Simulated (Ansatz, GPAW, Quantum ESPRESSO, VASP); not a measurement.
## CsGeI3 (P1, 5 atoms in the cell) computed with different codes at matched settings

Self-consistent single point, at a second geometry (lattice scaled by 0.98). First geometry:

```yaml
crystal:
  lattice:
    - [4.35337, -4.22419, 0.00000]
    - [4.35337, 4.22419, 0.00000]
    - [-0.32427, 0.00000, 6.11949]
  atoms:
    - { symbol: Cs, position: [0.91097, 0.90926, 0.58999] }
    - { symbol: Ge, position: [0.37135, 0.37195, 0.13359] }
    - { symbol: I, position: [0.41248, 0.41361, 0.57870] }
    - { symbol: I, position: [0.91929, 0.40508, 0.09373] }
    - { symbol: I, position: [0.40991, 0.92409, 0.09200] }
```

Shared settings, as Ansatz (a program for electronic structure) writes them: kpoints.mp_grid.grid = 2 2 2; scf.occupations.method = fixed. Potentials and cutoffs stand in the table.

```json
[
 {"code": "VASP", "model": "PBEsol, VASP's PBE PAW potentials (set 64)", "ΔF from the first geometry (meV/atom)": "18.2", "pressure (GPa)": "1.63", "largest force (eV/Å)": "0.253", "gap on the mesh (eV)": "–", "cutoff": "300 eV"},
 {"code": "Ansatz", "model": "PBEsol, PAW files made with PBE", "ΔF from the first geometry (meV/atom)": "17.6", "pressure (GPa)": "1.74", "largest force (eV/Å)": "0.265", "gap on the mesh (eV)": "0.743", "cutoff": "420 eV"},
 {"code": "Quantum ESPRESSO", "model": "PBEsol, GBRV 1.5 ultrasoft (PBESOL) pseudopotentials", "ΔF from the first geometry (meV/atom)": "17.7", "pressure (GPa)": "1.74", "largest force (eV/Å)": "0.255", "gap on the mesh (eV)": "0.734", "cutoff": "50 Ry"},
 {"code": "GPAW", "model": "PBEsol, GPAW PAW datasets PBEsol (made by gpaw-setup)", "ΔF from the first geometry (meV/atom)": "19.0", "pressure (GPa)": "1.85", "largest force (eV/Å)": "0.245", "gap on the mesh (eV)": "0.720", "cutoff": "600 eV"}
]
```

Size of the force on each atom (eV/Å): Sizes of forces hide their directions.

| code | Cs1 | Ge2 | I3 | I4 | I5 |
|---|---|---|---|---|---|
| VASP | 0.008 | 0.253 | 0.210 | 0.165 | 0.218 |
| Ansatz | 0.007 | 0.265 | 0.199 | 0.160 | 0.209 |
| Quantum ESPRESSO | 0.007 | 0.255 | 0.207 | 0.164 | 0.217 |
| GPAW | 0.010 | 0.214 | 0.238 | 0.180 | 0.245 |

A dash marks a value that a program does not give, or that is left out as unsure.

No gap is tabulated for VASP: it is not read from that output, or partly filled or unconverged empty levels leave it unsure.

Gaps are read on the mesh.

On Ansatz's run: spin-orbit coupling is off.

The spread over the programs that give each value: ΔF from the first geometry within 1.4 meV/atom; pressure within 0.22 GPa; largest force within 0.020 eV/Å; gap on the mesh within 0.023 eV.

Ansatz's pressure is given at a fixed set of plane waves, as the other plane-wave codes print theirs.

The shared mesh is coarse (it stands for a supercell whose shortest vector is 12 Å), so the values are not converged in it.

VASP's run is marked for a possible Pulay error in its stress at this cutoff; no cutoff test was made.

VASP ran the fixed occupations as a Gaussian smearing of 0.01 eV.

The starting cell comes from a database of computed structures (which also holds hypothetical and non-ambient phases and stackings), without a prior relaxation at this level. Its atoms were displaced at random from the sites of space group no. 8. For this run, on top of that: lattice scaled by 0.98.

Left out of this page: ABINIT and CP2K (not drawn, or without a comparable value); Elk (stopped by limits of time or memory).

Keys are those of Ansatz 0.2.
